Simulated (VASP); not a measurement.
# MnCd7Te8 (F-43m) in VASP: a series of runs, part 2 of 2

VASP 6.6.1. Earlier steps stand in the parts before.

### 3 Relaxation of cell and atoms, PBE, collinear spin, ferromagnetic start

This run uses another cell than the first one, of 35.66 Å³/atom, 1.088 times its volume.

INCAR reads:

```
PREC = Accurate
ENCUT = 600
EDIFF = 1E-7
ISMEAR = 0
SIGMA = 0.03
LREAL = F
LASPH = T
NELM = 150
ALGO = Normal
ISIF = 3
LWAVE = F
LCHARG = F
ISPIN = 2
MAGMOM = 4 0 0 0 0 0 0 0 0 0 0 0 0 0 0 0
LORBIT = 11
LMAXMIX = 4
GGA = PE
IBRION = 2
NSW = 90
EDIFFG = -0.005
AMIX = 0.2
BMIX = 1E-4
AMIX_MAG = 0.8
BMIX_MAG = 1E-4
KPAR = 4
```

KPOINTS reads:

```
regular mesh
0
Gamma
  4 4 4
```

POSCAR reads:

```
MnCd7Te8                                
1.0
   -6.5828416033      6.5828416033      0.0000000000
   -6.5828416033      0.0000000000      6.5828416033
    0.0000000000      6.5828416033      6.5828416033
  Mn              Cd              Te            
     1     7     8
Direct
     0.0000000000000000    0.0000000000000000    0.0000000000000000
     0.5010894224458831    0.9989105775541169    0.9989105775541169
     0.9989105775541169    0.5010894224458831    0.9989105775541169
     0.9989105775541169    0.9989105775541169    0.5010894224458831
     0.5010894224458831    0.5010894224458831    0.9989105775541169
     0.5010894224458831    0.9989105775541169    0.5010894224458831
     0.9989105775541169    0.5010894224458831    0.5010894224458831
     0.5000000000000000    0.5000000000000000    0.5000000000000000
     0.8791147468108222    0.8791147468108222    0.3626557595675328
     0.3750179429233376    0.8749461712299872    0.3750179429233376
     0.8749461712299872    0.3750179429233376    0.3750179429233376
     0.8791147468108224    0.8791147468108222    0.8791147468108222
     0.3750179429233376    0.3750179429233376    0.3750179429233376
     0.3626557595675328    0.8791147468108222    0.8791147468108222
     0.8791147468108222    0.3626557595675328    0.8791147468108224
     0.3750179429233376    0.3750179429233376    0.8749461712299872
```

Potentials or basis: VASP PAW PBE potentials, release 64 (Mn_pv, Cd, Te).

The run is started by

```console
$ cat potpaw_PBE.64/Mn_pv/POTCAR potpaw_PBE.64/Cd/POTCAR potpaw_PBE.64/Te/POTCAR > POTCAR
$ mpirun -np 4 vasp_std > vasp.out
```

OUTCAR:

```text
PREC = Accurate
   ENCUT = 600
   EDIFF = 1E-7
   ISMEAR = 0
   LREAL = F
   LASPH = T
   NELM = 150
   ISIF = 3
   ISPIN = 2
   LORBIT = 11
   GGA = PE
   IBRION = 2
   NSW = 90
   EDIFFG = -0.005
   AMIX = 0.2
   AMIX_MAG = 0.8

 ion  position               nearest neighbor table
   1  0.000  0.000  0.000-   9 2.76  14 2.76  15 2.76  12 2.76
   2  0.501  0.999  0.999-  10 2.86  16 2.86  12 2.88  14 2.88
   3  0.999  0.501  0.999-  11 2.86  16 2.86  12 2.88  15 2.88
   4  0.999  0.999  0.501-  10 2.86  11 2.86  12 2.88   9 2.88
   5  0.501  0.501  0.999-  13 2.86  16 2.86  15 2.88  14 2.88
   6  0.501  0.999  0.501-  13 2.86  10 2.86   9 2.88  14 2.88
[... 8 lines left out ...]
  15  0.879  0.363  0.879-   1 2.76   5 2.88   7 2.88   3 2.88
  16  0.375  0.375  0.875-   8 2.85   3 2.86   2 2.86   5 2.86

  LATTYP: Found a face centered cubic cell.
 ALAT       =    13.1656832066

  Lattice vectors:

 A1 = (  -6.5828416033,   6.5828416033,   0.0000000000)
 A2 = (  -6.5828416033,   0.0000000000,   6.5828416033)
 A3 = (   0.0000000000,   6.5828416033,   6.5828416033)

Analysis of symmetry for initial positions (statically):
=====================================================================
 Subroutine PRICEL returns:
 Original cell was already a primitive cell.

 Routine SETGRP: Setting up the symmetry group for a
 face centered cubic supercell.

 Subroutine GETGRP returns: Found 24 space group operations
 (whereof 24 operations were pure point group operations)
 out of a pool of 48 trial point group operations.

The static configuration has the point symmetry T_d .

Analysis of symmetry for dynamics (positions and initial velocities):
=====================================================================
 Subroutine PRICEL returns:
 Original cell was already a primitive cell.
[... 260 lines left out ...]
      5      -8.5302      1.00000
      6      -8.4994      1.00000
[... 685 lines left out ...]
     83       6.0228      0.00000
     84       6.0346      0.00000
 Fermi energy:         2.4570045084

 spin component 2

 k-point     1 :       0.0000    0.0000    0.0000
  band No.  band energies     occupation
      1     -43.5135      1.00000
      2     -43.5135      1.00000
      3     -43.5135      1.00000
      4      -8.8475      1.00000
      5      -8.4998      1.00000
      6      -8.4873      1.00000
[... 685 lines left out ...]
     83       6.0604      0.00000
     84       6.0667      0.00000
 [bands above 84 left out]

------------------------ aborting loop because EDIFF is reached ----------------------------------------

  FORCE on cell =-STRESS in cart. coord.  units (eV):
  Direction    XX          YY          ZZ          XY          YZ          ZX
  --------------------------------------------------------------------------------------
  -------------------------------------------------------------------------------------
  Total       -0.0012690     -0.0012690     -0.0012690     -0.0000000      0.0000000     -0.0000000
  in kB       -0.0035634     -0.0035634     -0.0035634     -0.0000000      0.0000000     -0.0000000
  external PRESSURE =      -0.0035634 kB  Pullay stress =       0.0000000 kB

 VOLUME and BASIS-vectors are now :
 -----------------------------------------------------------------------------
  energy-cutoff  :      600.00
  volume of cell :      570.58
      direct lattice vectors                 reciprocal lattice vectors
    -6.583062253  6.583062253  0.000000000    -0.075952495  0.075952495 -0.075952495
    -6.583062253  0.000000000  6.583062253    -0.075952495 -0.075952495  0.075952495
    -0.000000000  6.583062253  6.583062253     0.075952495  0.075952495  0.075952495

 POSITION                                       TOTAL-FORCE (eV/Angst)
 -----------------------------------------------------------------------------------
     -0.00000      0.00000      0.00000        -0.000000     -0.000000     -0.000000
     -9.87459      9.87459     13.15171        -0.000000     -0.000000     -0.001254
     -9.87459     13.15171      9.87459        -0.000000     -0.001254     -0.000000
    -13.15171      9.87459      9.87459         0.001254     -0.000000     -0.000000
     -6.59748      9.87459      9.87459        -0.001254     -0.000000     -0.000000
     -9.87459      6.59748      9.87459        -0.000000      0.001254     -0.000000
[... 8 lines left out ...]
     -8.17471     11.57448      8.17471        -0.000771     -0.000771      0.000771
     -4.93739      8.22874      8.22874         0.002054      0.002054      0.002054
 -----------------------------------------------------------------------------------
    total drift:                               -0.000001      0.000001      0.000001

  FREE ENERGIE OF THE ION-ELECTRON SYSTEM (eV)
  ---------------------------------------------------
  free  energy   TOTEN  =       -46.0113340574 eV

  energy  without entropy=      -46.0113340574  energy(sigma->0) =      -46.01133406

 reached required accuracy - stopping structural energy minimisation

 total charge

# of ion       s       p       d       tot
------------------------------------------
    1        0.262   6.172   4.905  11.340
    2        0.462   0.282   9.534  10.278
    3        0.462   0.282   9.534  10.278
    4        0.462   0.282   9.534  10.278
    5        0.462   0.282   9.534  10.278
    6        0.462   0.282   9.534  10.278
[... 8 lines left out ...]
   15        1.350   2.042   0.019   3.411
   16        1.353   2.036   0.018   3.408
--------------------------------------------------
tot         14.313  24.468  71.791 110.572

 magnetization (x)

# of ion       s       p       d       tot
------------------------------------------
    1        0.042   0.048   4.151   4.241
    2        0.005   0.004   0.001   0.011
    3        0.005   0.004   0.001   0.011
    4        0.005   0.004   0.001   0.011
    5        0.005   0.004   0.001   0.011
    6        0.005   0.004   0.001   0.011
[... 8 lines left out ...]
   15        0.003   0.012   0.004   0.019
   16        0.001   0.004   0.000   0.004
--------------------------------------------------
tot          0.087   0.138   4.174   4.399
```

OSZICAR:

```text
N       E                     dE             d eps       ncg     rms          rms(c)
DAV:   1     0.105052695414E+04    0.10505E+04   -0.70009E+04  3016   0.159E+03
DAV:   2     0.290124254601E+02   -0.10215E+04   -0.98250E+03  3060   0.356E+02
[... 23 lines left out ...]
DAV:   3    -0.460113372584E+02    0.33257E-05   -0.69368E-06  3134   0.131E-02    0.791E-03
DAV:   4    -0.460113360779E+02    0.11805E-05   -0.20724E-06  3240   0.610E-03    0.660E-03
DAV:   5    -0.460113351138E+02    0.96415E-06   -0.41686E-07  2314   0.279E-03    0.401E-03
DAV:   6    -0.460113344359E+02    0.67782E-06   -0.16566E-07  1829   0.173E-03    0.187E-03
DAV:   7    -0.460113340585E+02    0.37741E-06   -0.36774E-08  1672   0.110E-03    0.698E-04
DAV:   8    -0.460113340574E+02    0.11241E-08   -0.98216E-09  1563   0.536E-04
   2 F= -.46011334E+02 E0= -.46011334E+02  d E =-.611950E-05  mag=     5.0000
```

Run time: 17 min. Hardware: 4 MPI ranks of Intel Xeon 6975P-C (Granite Rapids), shared host; peak memory 1.9 GiB.

What came out:

```
Free energy                                           : -46.0113 eV
Relaxed volume                                        : 35.66 Å³/atom
Relaxed cell                                          : a = 9.310 Å, b = 9.310 Å, c = 9.310 Å, α = 60.00°, β = 60.00°, γ = 60.00°
Space group after relaxing (to 0.05 Å)                : F-43m (No. 216)
Energy gained by relaxing                             : 0.0 meV/atom
Ionic steps                                           : 2
Pressure after relaxing                               : 0.0 GPa
Largest force after relaxing                          : 0.004 eV/Å
Band gap on the k mesh                                : 0.52 eV, direct
Net moment                                            : 5.00 μB per cell
Site moments                                          : Mn +4.24; Cd +0.01, +0.00; Te +0.02, +0.00 μB
Valence electrons inside the program's atomic spheres : Mn 11.34; Cd 10.28, 10.29; Te 3.41
```

Forces on the atoms (eV/Å):
```
Mn   0.000  0.000  0.000
Cd   0.000  0.000 -0.001
Cd   0.000 -0.001  0.000
Cd   0.001  0.000  0.000
Cd  -0.001  0.000  0.000
Cd   0.000  0.001  0.000
Cd   0.000  0.000  0.001
Cd   0.000  0.000  0.000
Te   0.001  0.001  0.001
Te  -0.002 -0.002  0.002
Te  -0.002  0.002 -0.002
Te   0.001 -0.001 -0.001
Te   0.002 -0.002 -0.002
Te  -0.001  0.001 -0.001
Te  -0.001 -0.001  0.001
Te   0.002  0.002  0.002
```

Final structure:
```yaml
crystal:
  lattice:
    - [-6.58306, 6.58306, 0.00000]
    - [-6.58306, 0.00000, 6.58306]
    - [0.00000, 6.58306, 6.58306]
  atoms:
    - { symbol: Mn, position: [0.00000, 0.00000, 0.00000] }
    - { symbol: Cd, position: [0.50109, 0.99891, 0.99891] }
    - { symbol: Cd, position: [0.99891, 0.50109, 0.99891] }
    - { symbol: Cd, position: [0.99891, 0.99891, 0.50109] }
    - { symbol: Cd, position: [0.50109, 0.50109, 0.99891] }
    - { symbol: Cd, position: [0.50109, 0.99891, 0.50109] }
    - { symbol: Cd, position: [0.99891, 0.50109, 0.50109] }
    - { symbol: Cd, position: [0.50000, 0.50000, 0.50000] }
    - { symbol: Te, position: [0.87911, 0.87911, 0.36267] }
    - { symbol: Te, position: [0.37501, 0.87498, 0.37501] }
    - { symbol: Te, position: [0.87498, 0.37501, 0.37501] }
    - { symbol: Te, position: [0.87911, 0.87911, 0.87911] }
    - { symbol: Te, position: [0.37501, 0.37501, 0.37501] }
    - { symbol: Te, position: [0.36267, 0.87911, 0.87911] }
    - { symbol: Te, position: [0.87911, 0.36267, 0.87911] }
    - { symbol: Te, position: [0.37501, 0.37501, 0.87498] }
```

Caveat: spin-orbit coupling is left out, which moves the levels of the heavy elements; a cell with one magnetic atom can't hold antiferromagnetic order, which such compounds often take.
